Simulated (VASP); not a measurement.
All values below come from PBE GGA, VASP's PBE PAW potentials (set 64) (plane waves; VASP).

Input for VASP

File POSCAR:
```
LiF
1
    0.0000000000     2.0150000000     2.0150000000
    2.0150000000     0.0000000000     2.0150000000
    2.0150000000     2.0150000000     0.0000000000
Li F
1 1
Direct
  0.0000000000   0.0000000000   0.0000000000
  0.5000000000   0.5000000000   0.5000000000
```

KPOINTS:
```
Automatic mesh
0
Gamma
7 7 7
0 0 0
```

INCAR:
```
# general
SYSTEM=LiF
PREC  =Accurate
ENCUT =400   # plane-wave cut-off (eV)
LREAL =.FALSE.   # projection in real space or not
LASPH =.TRUE.   # aspherical one-centre terms

# electronic loop
EDIFF =1E-6
NELM  =100
ALGO  =Normal   # blocked Davidson

# smearing
ISMEAR=-1
SIGMA =0.01   # width (eV)

# functional
GGA   =PE

# ions
ISIF  =2   # forces and stress, cell fixed

# output
LWAVE =.FALSE.
LCHARG=.FALSE.
```

POTCAR, in this order: Li_sv F (PBE.64 set). Program: vasp_std.

Output of the run:

OUTCAR:
```
 ion  position               nearest neighbor table
   1  0.000  0.000  0.000-   2 2.02   2 2.02   2 2.02   2 2.02   2 2.02   2 2.02
   2  0.500  0.500  0.500-   1 2.02   1 2.02   1 2.02   1 2.02   1 2.02   1 2.02
  LATTYP: Found a face centered cubic cell.
 ALAT       =     4.0300000000
 Subroutine PRICEL returns:
 Original cell was already a primitive cell.
 Subroutine GETGRP returns: Found 48 space group operations
The static configuration has the point symmetry O_h .
The dynamic configuration has the point symmetry O_h .
 Subroutine INISYM returns: Found 48 space group operations
 Subroutine IBZKPT returns following result:
 Found     20 irreducible k-points:

 Following reciprocal coordinates:
            Coordinates               Weight
  0.000000  0.000000  0.000000      1.000000
  0.142857  0.000000  0.000000      8.000000
  0.285714  0.000000  0.000000      8.000000
  0.428571  0.000000  0.000000      8.000000
  0.142857  0.142857  0.000000      6.000000
  0.285714  0.142857  0.000000     24.000000
  0.428571  0.142857  0.000000     24.000000
 -0.428571  0.142857  0.000000     24.000000
 -0.285714  0.142857  0.000000     24.000000
 -0.142857  0.142857  0.000000     12.000000
  0.285714  0.285714  0.000000      6.000000
  0.428571  0.285714  0.000000     24.000000
 -0.428571  0.285714  0.000000     24.000000
 -0.285714  0.285714  0.000000     12.000000
  0.428571  0.428571  0.000000      6.000000
 -0.428571  0.428571  0.000000     12.000000
  0.428571  0.285714  0.142857     24.000000
 -0.428571  0.285714  0.142857     48.000000
 -0.428571  0.428571  0.142857     24.000000
 -0.285714  0.428571  0.142857     24.000000
   k-points           NKPTS =     20   k-points in BZ     NKDIM =     20   number of bands    NBANDS=      9
   number of dos      NEDOS =    301   number of ions     NIONS =      2
   total plane-waves  NPLWV =   8000
   dimension x,y,z NGX =    20 NGY =   20 NGZ =   20
   dimension x,y,z NGXF=    40 NGYF=   40 NGZF=   40
   ions per type =               1   1
   PREC   = accura    normal or accurate (medium, high low for compatibility)
   ISTART =      0    job   : 0-new  1-cont  2-samecut
   ICHARG =      2    charge: 1-file 2-atom 10-const
   ISPIN  =      1    spin polarized calculation?
   LNONCOLLINEAR =      F non collinear calculations
   LSORBIT =      F    spin-orbit coupling
   INIWAV =      1    electr: 0-lowe 1-rand  2-diag
   ENCUT  =  400.0 eV  29.40 Ry    5.42 a.u.   4.65  4.65  4.65*2*pi/ulx,y,z
   NELM   =    100;   NELMIN=  2; NELMDL= -5     # of ELM steps
   EDIFF  = 0.1E-05   stopping-criterion for ELM
   LREAL  =      F    real-space projection
   NLSPLINE    = F    spline interpolate recip. space projectors
   LMAXMIX     =    2 max onsite mixed and CHGCAR
   VOSKOWN=      0    Vosko Wilk Nusair interpolation
   EDIFFG = 0.1E-04   stopping-criterion for IOM
   NSW    =      0    number of steps for IOM
   NBLOCK =      1;   KBLOCK =      1    inner block; outer block
   IBRION =     -1    ionic relax: 0-MD 1-quasi-New 2-CG
   NFREE  =      0    steps in history (QN), initial steepest desc. (CG)
   ISIF   =      2    stress and relaxation
   ISYM   =      2    0-nonsym 1-usesym 2-fastsym
   TEIN   =    0.0    initial temperature
   TEBEG  =    0.0;   TEEND  =   0.0 temperature during run
   SMASS  =  -3.00    Nose mass-parameter (am)
   PSTRESS=    0.0 pullay stress
   NELECT =      10.0000    total number of electrons
   EFERMI =   0.00;   METHOD = LEGACY
   ISMEAR =    -1;   SIGMA  =   0.01  broadening in eV -4-tet -1-fermi 0-gaus
   IALGO  =     38    algorithm
   LDIAG  =      T    sub-space diagonalisation (order eigenvalues)
   IMIX   =      4    mixing-type and parameters
     AMIX     =   0.40;   BMIX     =  1.00
     AMIX_MAG =   1.60;   BMIX_MAG =  1.00
...
```

File OSZICAR:
```
       N       E                     dE             d eps       ncg     rms          rms(c)
DAV:   1     0.241781807249E+02    0.24178E+02   -0.50980E+03   385   0.923E+02
DAV:   2    -0.937244423365E+01   -0.33551E+02   -0.33263E+02   397   0.181E+02
DAV:   3    -0.101843932165E+02   -0.81195E+00   -0.81038E+00   436   0.262E+01
DAV:   4    -0.101960286681E+02   -0.11635E-01   -0.11631E-01   493   0.306E+00
DAV:   5    -0.101961639245E+02   -0.13526E-03   -0.13520E-03   499   0.214E-01    0.438E+00
DAV:   6    -0.969768071954E+01    0.49848E+00   -0.24887E+00   371   0.120E+01    0.149E+00
DAV:   7    -0.970236358509E+01   -0.46829E-02   -0.20624E-02   482   0.159E+00    0.909E-01
DAV:   8    -0.970947718700E+01   -0.71136E-02   -0.16696E-02   466   0.169E+00    0.984E-02
DAV:   9    -0.970958799346E+01   -0.11081E-03   -0.10395E-03   394   0.337E-01    0.415E-02
DAV:  10    -0.970966222039E+01   -0.74227E-04   -0.14513E-04   395   0.116E-01    0.942E-03
DAV:  11    -0.970966103111E+01    0.11893E-05   -0.46200E-06   471   0.254E-02    0.120E-03
DAV:  12    -0.970966101631E+01    0.14795E-07   -0.46501E-07   367   0.743E-03
   1 F= -.97096610E+01 E0= -.97096610E+01  d E =-.553996E-17
```

**OUTCAR**
```
------------------------ aborting loop because EDIFF is reached ----------------------------------------
  FORCE on cell =-STRESS in cart. coord.  units (eV):
  Direction    XX          YY          ZZ          XY          YZ          ZX
  --------------------------------------------------------------------------------------
  Total       -1.1071689     -1.1071689     -1.1071689     -0.0000000     -0.0000000      0.0000000
  in kB     -108.4099923   -108.4099923   -108.4099923     -0.0000000     -0.0000000      0.0000000
  external PRESSURE =    -108.4099923 kB  Pullay stress =       0.0000000 kB
  volume of cell :       16.36
      direct lattice vectors                 reciprocal lattice vectors
     0.000000000  2.015000000  2.015000000    -0.248138958  0.248138958  0.248138958
     2.015000000  0.000000000  2.015000000     0.248138958 -0.248138958  0.248138958
     2.015000000  2.015000000  0.000000000     0.248138958  0.248138958 -0.248138958
  FREE ENERGIE OF THE ION-ELECTRON SYSTEM (eV)
  ---------------------------------------------------
  free  energy   TOTEN  =        -9.7096610163 eV

  energy  without entropy=       -9.7096610163  energy(sigma->0) =       -9.70966102
```
(Selected blocks of OUTCAR.)

At this cut-off the stress carries a Pulay error, which pulls relaxed volumes low.

The structure is a typed LiF crystal (Fm-3m). The cell was not relaxed at this level.
